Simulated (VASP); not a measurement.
Output of a VASP run:

File OSZICAR:
```
       N       E                     dE             d eps       ncg     rms          rms(c)
DAV:   1     0.158122638609E+02    0.15812E+02   -0.42093E+03   128   0.964E+02
DAV:   2    -0.129037048046E+02   -0.28716E+02   -0.28663E+02   224   0.175E+02
DAV:   3    -0.132947058744E+02   -0.39100E+00   -0.39100E+00   152   0.198E+01
DAV:   4    -0.133016662835E+02   -0.69604E-02   -0.69604E-02   224   0.314E+00
DAV:   5    -0.133016730915E+02   -0.68080E-05   -0.68080E-05   152   0.701E-02    0.417E+00
DAV:   6    -0.127833377112E+02    0.51834E+00   -0.15408E+00   184   0.840E+00    0.197E+00
DAV:   7    -0.127094696501E+02    0.73868E-01   -0.16595E-01   216   0.289E+00    0.801E-01
DAV:   8    -0.127003735666E+02    0.90961E-02   -0.30273E-02   144   0.125E+00    0.947E-02
DAV:   9    -0.127007844121E+02   -0.41085E-03   -0.81378E-04   176   0.311E-01    0.500E-02
DAV:  10    -0.127009919812E+02   -0.20757E-03   -0.32117E-04   136   0.160E-01    0.125E-02
DAV:  11    -0.127009929345E+02   -0.95331E-06   -0.25433E-05   208   0.379E-02    0.466E-03
DAV:  12    -0.127009940881E+02   -0.11536E-05   -0.19619E-06   128   0.160E-02    0.752E-04
DAV:  13    -0.127009940984E+02   -0.10278E-07   -0.72330E-08   224   0.260E-03    0.266E-04
DAV:  14    -0.127009940817E+02    0.16686E-07   -0.41856E-09   112   0.672E-04    0.708E-05
DAV:  15    -0.127009940778E+02    0.38896E-08   -0.14432E-09    64   0.318E-04
   1 F= -.12700994E+02 E0= -.12700994E+02  d E =-.118293E-70
```

OUTCAR:
```
------------------------ aborting loop because EDIFF is reached ----------------------------------------
  FORCE on cell =-STRESS in cart. coord.  units (eV):
  Direction    XX          YY          ZZ          XY          YZ          ZX
  --------------------------------------------------------------------------------------
  Total       -1.4485570     -1.4485570     -1.4485570     -0.0000000     -0.0000000      0.0000000
  in kB      -91.8575751    -91.8575751    -91.8575751     -0.0000000     -0.0000000      0.0000000
  external PRESSURE =     -91.8575751 kB  Pullay stress =       0.0000000 kB
  volume of cell :       25.27
      direct lattice vectors                 reciprocal lattice vectors
     0.000000000  2.328987000  2.328987000    -0.214685612  0.214685612  0.214685612
     2.328987000  0.000000000  2.328987000     0.214685612 -0.214685612  0.214685612
     2.328987000  2.328987000  0.000000000     0.214685612  0.214685612 -0.214685612
  FREE ENERGIE OF THE ION-ELECTRON SYSTEM (eV)
  ---------------------------------------------------
  free  energy   TOTEN  =       -12.7009940778 eV

  energy  without entropy=      -12.7009940778  energy(sigma->0) =      -12.70099408
```
(Selected blocks of OUTCAR.)

**POSCAR**
```
BP
1
    0.0000000000     2.3289870000     2.3289870000
    2.3289870000     0.0000000000     2.3289870000
    2.3289870000     2.3289870000     0.0000000000
B P
1 1
Direct
  0.0000000000   0.0000000000   0.0000000000
  0.2500000000   0.2500000000   0.2500000000
```

### Question
Write an INCAR and KPOINTS that could have produced this output.

### Answer
This is not unique; one that fits is the input of the run itself, PBE GGA, plane waves, VASP's PBE PAW potentials (set 64).

INCAR:
```
SYSTEM=BP
PREC=Normal; ENCUT=500; LREAL=F
LASPH=T
EDIFF=1E-8; NELM=100; ALGO=Normal
ISMEAR=0; SIGMA=0.01
GGA=PE
LWAVE=T; LCHARG=F
```

KPOINTS:
```
Automatic mesh
0
Gamma
4 4 4
0 0 0
```

POTCAR, in this order: B_GW P_GW (PBE.64 set). Program: vasp_std.

The compound is BP in the zinc blende structure. This cell is one point of a volume scan, at 1.08 of the reference volume. The k-mesh is coarse (spacing up to 0.58 per Å, 2π included), so the numbers may not be converged in it.
